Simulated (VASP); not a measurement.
Output of a VASP run:

File OSZICAR:
```
       N       E                     dE             d eps       ncg     rms          rms(c)
DAV:   1     0.649489781479E+02    0.64949E+02   -0.52761E+03  1296   0.102E+03
DAV:   2    -0.595431251503E+00   -0.65544E+02   -0.65233E+02  1338   0.235E+02
DAV:   3    -0.189055062630E+01   -0.12951E+01   -0.12845E+01  2032   0.344E+01
DAV:   4    -0.192598915980E+01   -0.35439E-01   -0.35408E-01  1891   0.441E+00
DAV:   5    -0.192690920386E+01   -0.92004E-03   -0.91939E-03  2124   0.436E-01    0.214E+00
DAV:   6    -0.191534438842E+01    0.11565E-01   -0.13363E-02  1632   0.143E+00    0.131E+00
DAV:   7    -0.191152893176E+01    0.38155E-02   -0.17989E-02  1675   0.183E+00    0.105E-01
DAV:   8    -0.191106851857E+01    0.46041E-03   -0.22671E-03  1543   0.507E-01    0.203E-02
DAV:   9    -0.191107719647E+01   -0.86779E-05   -0.10219E-04  1945   0.886E-02    0.658E-03
DAV:  10    -0.191107786134E+01   -0.66488E-06   -0.55670E-06  1805   0.254E-02    0.798E-04
DAV:  11    -0.191107751115E+01    0.35020E-06   -0.28178E-07  2011   0.507E-03    0.503E-04
DAV:  12    -0.191107737460E+01    0.13655E-06   -0.11130E-08   857   0.100E-03    0.157E-04
DAV:  13    -0.191107741708E+01   -0.42481E-07   -0.54837E-09   835   0.560E-04
   1 F= -.20701010E+01 E0= -.20696735E+01  d E =-.128243E-02
```

### OUTCAR
```
------------------------ aborting loop because EDIFF is reached ----------------------------------------
 Edisp (eV)   -0.15902
  FORCE on cell =-STRESS in cart. coord.  units (eV):
  Direction    XX          YY          ZZ          XY          YZ          ZX
  --------------------------------------------------------------------------------------
  Total       0.26916     0.26916     0.26916     0.00000     0.00000     0.00000
  in kB      11.07925    11.07925    11.07925     0.00000     0.00000     0.00000
  external pressure =       11.08 kB  Pullay stress =        0.00 kB
  volume of cell :       38.92
      direct lattice vectors                 reciprocal lattice vectors
     0.000000000  2.689858054  2.689858054    -0.185883415  0.185883415  0.185883415
     2.689858054  0.000000000  2.689858054     0.185883415 -0.185883415  0.185883415
     2.689858054  2.689858054  0.000000000     0.185883415  0.185883415 -0.185883415
 POSITION                                       TOTAL-FORCE (eV/Angst)
 -----------------------------------------------------------------------------------
      0.00000      0.00000      0.00000         0.000000      0.000000     -0.000000
 -----------------------------------------------------------------------------------
    total drift:                               -0.000000     -0.000000     -0.000000
  FREE ENERGIE OF THE ION-ELECTRON SYSTEM (eV)
  ---------------------------------------------------
  free  energy   TOTEN  =        -2.0701009521 eV

  energy  without entropy=       -2.0688185173  energy(sigma->0) =       -2.06967347
```
(Selected blocks of OUTCAR.)

File POSCAR:
```
Ca
1
    0.0000000000     2.6898580544     2.6898580544
    2.6898580544     0.0000000000     2.6898580544
    2.6898580544     2.6898580544     0.0000000000
Ca
1
Direct
  0.0000000000   0.0000000000   0.0000000000
```

Q: Reconstruct the remaining input files.

A: One answer among several that fit: the input of the run itself, PBE GGA with D3 dispersion (zero damping), plane waves, VASP's PBE PAW potentials (set 64).

File KPOINTS:
```
Automatic mesh
0
Gamma
 12 12 12
```

**INCAR**
```
# general
SYSTEM = Ca
PREC   = Accurate
ENCUT  = 520
LREAL  = .FALSE.
LASPH  = .TRUE.

# electronic loop
EDIFF  = 1E-7
NELM   = 100
ALGO   = Normal

# smearing
ISMEAR = 1
SIGMA  = 0.1

# functional
GGA    = PE
IVDW   = 11

# ions
ISIF   = 2

# output
LWAVE  = .FALSE.
LCHARG = .FALSE.
```

POTCAR, in this order: Ca_sv (PBE.64 set). Program: vasp_std.

The compound is Ca in the fcc structure. This cell is one point of a volume scan, at 0.94 of the reference volume.
